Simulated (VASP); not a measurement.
# ZrGeSe: which input changes matter, part 4 of 4

Which changes to a sound input spoil a run on ZrGeSe, which are harmless, and which give a warning? All runs use r2SCAN. The start is a cell from a database of measured crystal structures.

VASP 6.6.1, plane waves and PAW; the level of theory is named at each step.

So far. Step 6 (Full relaxation (r2SCAN) with a changed input): It ends with a largest force of 0.010 eV/Å and a pressure of -0.02 GPa. Step 8 (A single point (r2SCAN) with a changed input): Against the reference run the energy at zero smearing moves by -1.14 meV an atom and the pressure by -0.14 GPa.

The database entry behind the starting cell differs from later determinations by our own check (about 0.4 % short), so it need not match the best structure at ambient conditions.

## Step 9: Full relaxation (r2SCAN)

Level of this step: r2SCAN; plane waves and PAW (Zr_sv, Ge_d, Se) (VASP).

Properties are meant for the cell that this level of theory prefers, so cell and atoms are relaxed first (ISIF = 3) until forces and stress are small; EDIFFG sets the threshold.

Contents of INCAR:

```
SYSTEM = ZrGeSe
PREC = Accurate
ENCUT = 410
EDIFF = 1E-06
NELM = 100
ISMEAR = -1
SIGMA = 0.05
LREAL = .FALSE.
ALGO = Normal
METAGGA = R2SCAN
LASPH = .TRUE.
NBANDS = 39
LORBIT = 11
LWAVE = .FALSE.
LCHARG = .FALSE.
KPAR = 4
IBRION = 2
NSW = 60
ISIF = 3
EDIFFG = -0.01
```

Contents of POSCAR:

```
ZrGeSe
1.0
    3.6900000000      0.0000000000      0.0000000000
    0.0000000000      3.6900000000      0.0000000000
    0.0000000000      0.0000000000      8.2400000000
Zr Ge Se
2 2 2
Direct
    0.0000000000      0.5000000000      0.2680000000
    0.5000000000      0.0000000000      0.7320000000
    0.0000000000      0.0000000000      0.0000000000
    0.5000000000      0.5000000000      0.0000000000
    0.0000000000      0.5000000000      0.6180000000
    0.5000000000      0.0000000000      0.3820000000
```

Contents of KPOINTS:

```
Automatic mesh
0
Gamma
6 6 3
0 0 0
```

Potentials, in the order of the species: Zr_sv, Ge_d and Se (PBE family, release 64).

Launch:

```
$ mpirun -np 4 vasp_std
```

The program printed:

```text
[... set-up lines as in an earlier step ...]
 entering main loop
       N       E                     dE             d eps       ncg     rms          rms(c)
[... 13 cycles as in an earlier step ...]
   1 F= -.10889065E+03 E0= -.10888721E+03  d E =-.108891E+03
 curvature:   0.00 expect dE= 0.000E+00 dE for cont linesearch  0.000E+00
 trial: gam= 0.00000 g(F)=  0.413E-01 g(S)=  0.134E+00 ort = 0.000E+00 (trialstep = 0.100E+01)
 search vector abs. value=  0.175E+00
 bond charge predicted
       N       E                     dE             d eps       ncg     rms          rms(c)
DAV:   1    -0.110188583087E+03   -0.12979E+01   -0.42626E+01  1900   0.664E+01    0.846E+00
DAV:   2    -0.109264335083E+03    0.92425E+00   -0.29489E+00  2033   0.150E+01    0.386E+00
DAV:   3    -0.108930941724E+03    0.33339E+00   -0.78629E-01  2151   0.834E+00    0.133E+00
DAV:   4    -0.108922153152E+03    0.87886E-02   -0.13016E-01  2422   0.190E+00    0.657E-01
DAV:   5    -0.108919448458E+03    0.27047E-02   -0.15968E-02  2425   0.804E-01    0.448E-01
DAV:   6    -0.108919119101E+03    0.32936E-03   -0.52725E-03  2121   0.550E-01    0.590E-02
DAV:   7    -0.108919162735E+03   -0.43633E-04   -0.24671E-04  2013   0.116E-01    0.293E-02
DAV:   8    -0.108919187005E+03   -0.24270E-04   -0.23630E-05  2504   0.252E-02    0.157E-02
DAV:   9    -0.108919186982E+03    0.23228E-07   -0.77442E-06  1649   0.172E-02
   2 F= -.10891919E+03 E0= -.10891655E+03  d E =-.285370E-01
[... from here on, the cycles between the ionic steps are left out ...]
   3 F= -.10894156E+03 E0= -.10893864E+03  d E =-.509061E-01
   4 F= -.10895450E+03 E0= -.10895181E+03  d E =-.129461E-01
   5 F= -.10895546E+03 E0= -.10895290E+03  d E =-.139051E-01
   6 F= -.10895991E+03 E0= -.10895724E+03  d E =-.445076E-02
   7 F= -.10896109E+03 E0= -.10895833E+03  d E =-.562445E-02
   8 F= -.10896108E+03 E0= -.10895833E+03  d E =-.562334E-02
   9 F= -.10896108E+03 E0= -.10895834E+03  d E =0.365714E-05
 trial-energy change:    0.000004  1 .order    0.000028   -0.000063    0.000120
 step:   0.6353(harm=  0.4023)  dis= 0.00053  next Energy=  -108.961106 (dE=-0.212E-04)
 bond charge predicted
       N       E                     dE             d eps       ncg     rms          rms(c)
DAV:   1    -0.108961165239E+03   -0.84070E-04   -0.40056E-03  1898   0.563E-01    0.702E-02
DAV:   2    -0.108961123418E+03    0.41821E-04   -0.25911E-04  2038   0.143E-01    0.323E-02
DAV:   3    -0.108961100284E+03    0.23134E-04   -0.53912E-05  2375   0.600E-02    0.119E-02
DAV:   4    -0.108961099333E+03    0.95085E-06   -0.55342E-06  1733   0.118E-02
  10 F= -.10896110E+03 E0= -.10895835E+03  d E =-.147948E-04
 curvature:  -0.28 expect dE=-0.350E-05 dE for cont linesearch -0.703E-06
 trial: gam=-0.19876 g(F)=  0.122E-05 g(S)=  0.113E-04 ort = 0.145E-04 (trialstep = 0.106E+01)
 search vector abs. value=  0.100E-04
 reached required accuracy - stopping structural energy minimisation
```

The job ended after 4.9 min (4 MPI ranks of Intel Xeon Platinum 8259CL at 2.50GHz (Skylake/Cascade Lake), shared host; peak memory 0.87 GiB; 18 min of CPU time).

From OUTCAR (step 9):

```text
   NELECT =      64.0000    total number of electrons

 E-fermi :   8.3642

 k-point     1 :       0.0000    0.0000    0.0000
  band No.  band energies     occupation
    ...
     29       6.2001      2.00000
     30       6.4140      2.00000
     31       6.4140      2.00000
     32       7.4630      2.00000
     33       8.3736      0.90683
     34       8.8717      0.00008
     35       9.6203      0.00000
     36       9.7289      0.00000
     37       9.7289      0.00000
     38       9.7563      0.00000
    ...

  Total        0.0011282      0.0011282     -0.0374138      0.0000000      0.0000000      0.0000000
  in kB        0.0156453      0.0156453     -0.5188427      0.0000000      0.0000000      0.0000000
  external PRESSURE =      -0.1625174 kB  Pullay stress =       0.0000000 kB

 POSITION                                       TOTAL-FORCE (eV/Angst)
 -----------------------------------------------------------------------------------
     -0.00000      1.86173      2.17882         0.000000      0.000000     -0.003500
      1.86173      0.00000      6.15444        -0.000000      0.000000      0.003500
      0.00000      0.00000      0.00000        -0.000000      0.000000      0.000000
      1.86173      1.86173      0.00000         0.000000     -0.000000      0.000000
     -0.00000      1.86173      5.19041         0.000000      0.000000     -0.000642
      1.86173      0.00000      3.14285        -0.000000     -0.000000      0.000642
 -----------------------------------------------------------------------------------
    total drift:                                0.000000     -0.000000     -0.000000

  FREE ENERGIE OF THE ION-ELECTRON SYSTEM (eV)
  ---------------------------------------------------
  free  energy   TOTEN  =      -108.9610993334 eV

  energy  without entropy=     -108.9556091595  energy(sigma->0) =     -108.95835425

[... 9 parts as in an earlier step ...]

[... 9 further parts left out ...]
```

The steps of the relaxation:

```csv
step,energy less that of the first step (eV),largest force (eV/Å),pressure (GPa),volume (Å³)
1,0.0000,0.6223,3.25,112.20
2,-0.0285,0.2291,-3.02,118.46
3,-0.0509,0.3494,-0.68,115.89
4,-0.0639,0.1561,-0.08,115.40
5,-0.0648,0.1348,0.19,115.22
6,-0.0693,0.0614,0.08,115.42
7,-0.0704,0.0100,-0.02,115.59
8,-0.0704,0.0107,-0.05,115.59
9,-0.0704,0.0042,0.15,115.48
10,-0.0704,0.0035,-0.02,115.53
```

```csv
"conventional cell, symmetrised",before,after,change
a (Å),3.690,3.723,+0.9 %
b (Å),3.690,3.723,+0.9 %
c (Å),8.240,8.333,+1.1 %
volume (Å³/atom),18.70,19.26,+3.0 %
```

The atoms that moved most (Å, as changes of fractional coordinates times the final cell):

```csv
atom,dx,dy,dz,length
Zr1,0.000,0.000,-0.054,0.054
Zr2,0.000,0.000,0.054,0.054
Se6,0.000,0.000,-0.040,0.040
Se5,0.000,0.000,0.040,0.040
```

Final coordinates:

```
Zr Ge Se
1.0
     3.72345    0.00000    0.00000
     0.00000    3.72345    0.00000
     0.00000    0.00000    8.33326
Zr Ge Se
2 2 2
Direct
  0.00000 0.50000 0.26146
  0.50000 0.00000 0.73854
  0.00000 0.00000 0.00000
  0.50000 0.50000 0.00000
  0.00000 0.50000 0.62285
  0.50000 0.00000 0.37715
```

This step gave:

```
bands                           : 39
irreducible k-points            : 20
free energy (TOTEN)             : -108.9611 eV
energy at zero smearing         : -108.9584 eV
Fermi energy                    : 8.364 eV
pressure                        : -0.01625 GPa
valence top at k                : 0.1667, 0.1667, 0.3333
conduction bottom at k          : 0, 0, 0
least direct gap at k           : 0.1667, 0.1667, 0.3333
SCF cycles over all ionic steps : 73
gap on the k-mesh               : 0.1086 eV
least direct gap on the k-mesh  : 0.2305 eV
```

It ends with a largest force of 0.004 eV/Å and a pressure of -0.02 GPa.

## Step 10: The runs together

| changed | job | ended | energy (meV/atom) | pressure (GPa) | volume (%) |
| --- | --- | --- | --- | --- | --- |
| PREC = Medium, ALGO = All | single point | converged | -0.04 | +0.16 | - |
| ISPIN = 2, MAGMOM = 1.0 1.0 1.0 1.0 1.0 | single point | refused | - | - | - |
| LREAL = Auto, NBANDS = 44 | single point | converged, with a warning or advice | -0.12 | -0.01 | - |
| LMAXMIX = 4, EDIFFG = -0.02 | relaxation | converged | - | - | +0.0 |
| ISMEAR = 1, SIGMA = 5.0 | relaxation | timeout | - | - | - |
| shifted = True, NBANDS = 44 | single point | converged | -1.14 | -0.14 | - |

## Step 11: Results

* PREC = Medium, ALGO = All (single point): converged, -0.04 meV/atom
* ISPIN = 2, MAGMOM = 1.0 1.0 1.0 1.0 1.0 (single point): refused
* LREAL = Auto, NBANDS = 44 (single point): converged, with a warning or advice, -0.12 meV/atom
* LMAXMIX = 4, EDIFFG = -0.02 (relaxation): converged, volume +0.0 %
* ISMEAR = 1, SIGMA = 5.0 (relaxation): timeout
* shifted = True, NBANDS = 44 (single point): converged, -1.14 meV/atom

In words: Changes that show themselves, by a stop, a warning or no convergence: ISPIN = 2, MAGMOM = 1.0 1.0 1.0 1.0 1.0; LREAL = Auto, NBANDS = 44; ISMEAR = 1, SIGMA = 5.0 (where several settings stand together, the step names the one at fault, if it is known). Changes with no effect beyond 1 meV an atom and 0.1 GPa here: LREAL = Auto, NBANDS = 44. Differences of single points are from the reference run, and of volumes from the sound relaxation.

[Lines on the potential files, build, host, timing and source positions are cut from VASP's logs without a mark.]

[Logs are printed without paths, hosts, clocks, repeated set-up lines and the standing remarks that a program may print on its own settings, such as how far it seeks lower states.]

[Hosts, paths, dates, database ids (printed as entryN), source tags and the programs' standing remarks are cut or masked in the printed files.]

[A measured line is paired with the nearest computed mode of its activity, which favours agreement.]

[In band tables of VASP the shares of atoms and orbitals are scaled to a sum of 1 inside the atoms' spheres.]
